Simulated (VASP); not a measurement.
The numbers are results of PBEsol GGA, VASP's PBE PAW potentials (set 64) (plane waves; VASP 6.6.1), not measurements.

VASP ran on this input.

### INCAR
```
EDIFF=1E-6
LASPH=.TRUE.
ISIF=3   # ions, shape and volume
LREAL=.FALSE.
ALGO=Normal   # blocked Davidson
PREC=Accurate
GGA=PS
SYSTEM=C
SIGMA=0.1   # width (eV)
NELM=100   # most electronic steps
LWAVE=.FALSE.
LCHARG=.FALSE.
EDIFFG=-0.02
IBRION=2
NSW=60
ENCUT=520   # plane-wave cut-off (eV)
ISMEAR=1   # Methfessel-Paxton
```

**KPOINTS**
```
Automatic mesh
0
Gamma
13 13 4
0 0 0
```

### POSCAR
```
C
1.0
  1.2307166190  -2.1316632198   0.0000000000
  1.2307166190   2.1316632198   0.0000000000
  0.0000000000   0.0000000000   7.1929605618
C
4
Direct
  0.0000000000   0.0000000000   0.2500000000
  0.0000000000   0.0000000000   0.7500000000
  0.3333330000   0.6666670000   0.2500000000
  0.6666670000   0.3333330000   0.7500000000
```

POTCAR, in this order: C (PBE.64 set). Program: vasp_std.

The resulting files:

OSZICAR:
```
       N       E                     dE             d eps       ncg     rms          rms(c)
DAV:   1     0.495469097505E+02    0.49547E+02   -0.82281E+03  1512   0.122E+03
DAV:   2    -0.369339124049E+02   -0.86481E+02   -0.78261E+02  2084   0.230E+02
DAV:   3    -0.409367478985E+02   -0.40028E+01   -0.39716E+01  1900   0.515E+01
DAV:   4    -0.409934708996E+02   -0.56723E-01   -0.56589E-01  1920   0.693E+00
DAV:   5    -0.409947909377E+02   -0.13200E-02   -0.13192E-02  1856   0.101E+00    0.904E+00
DAV:   6    -0.391674525083E+02    0.18273E+01   -0.17842E+00  1772   0.923E+00    0.525E+00
DAV:   7    -0.385773017085E+02    0.59015E+00   -0.20061E+00  1764   0.988E+00    0.131E+00
DAV:   8    -0.385837218899E+02   -0.64202E-02   -0.68114E-02  1700   0.180E+00    0.124E-01
DAV:   9    -0.385835495342E+02    0.17236E-03   -0.14347E-03  1900   0.312E-01    0.702E-02
DAV:  10    -0.385838035685E+02   -0.25403E-03   -0.40886E-04  1828   0.155E-01    0.425E-02
DAV:  11    -0.385838027945E+02    0.77406E-06   -0.54237E-06  2016   0.200E-02
   1 F= -.38583803E+02 E0= -.38583854E+02  d E =-.385838E+02
```

### OUTCAR
```
------------------------ aborting loop because EDIFF is reached ----------------------------------------
  FORCE on cell =-STRESS in cart. coord.  units (eV):
  Direction    XX          YY          ZZ          XY          YZ          ZX
  --------------------------------------------------------------------------------------
  Total       -0.0707688     -0.0707688      0.0332444     -0.0000000      0.0000000      0.0000000
  in kB       -3.0042635     -3.0042621      1.4112858     -0.0000000      0.0000000      0.0000000
  external PRESSURE =      -1.5324133 kB  Pullay stress =       0.0000000 kB
  volume of cell :       37.74
      direct lattice vectors                 reciprocal lattice vectors
     1.230716619 -2.131663220  0.000000000     0.406267367 -0.234558628  0.000000000
     1.230716619  2.131663220  0.000000000     0.406267367  0.234558628  0.000000000
     0.000000000  0.000000000  7.192960562     0.000000000  0.000000000  0.139024813
 POSITION                                       TOTAL-FORCE (eV/Angst)
 -----------------------------------------------------------------------------------
      0.00000      0.00000      1.79824         0.000000     -0.000000      0.000000
      0.00000      0.00000      5.39472        -0.000000     -0.000000      0.000000
      1.23072      0.71056      1.79824        -0.000000      0.000000     -0.000000
      1.23072     -0.71056      5.39472         0.000000      0.000000     -0.000000
 -----------------------------------------------------------------------------------
    total drift:                               -0.000000     -0.000000      0.000000
  FREE ENERGIE OF THE ION-ELECTRON SYSTEM (eV)
  ---------------------------------------------------
  free  energy   TOTEN  =       -38.5838027945 eV

  energy  without entropy=      -38.5839551454  energy(sigma->0) =      -38.58385358

 reached required accuracy - stopping structural energy minimisation
```
(Selected blocks of OUTCAR.)

Without a dispersion term in the relaxation, distances and binding between the weakly bound layers, chains or molecules are unreliable, and so is what depends on them.

The compound is C in the graphite structure. It was relaxed first, which changed the volume by +7 %. The start is the result of an earlier pass.
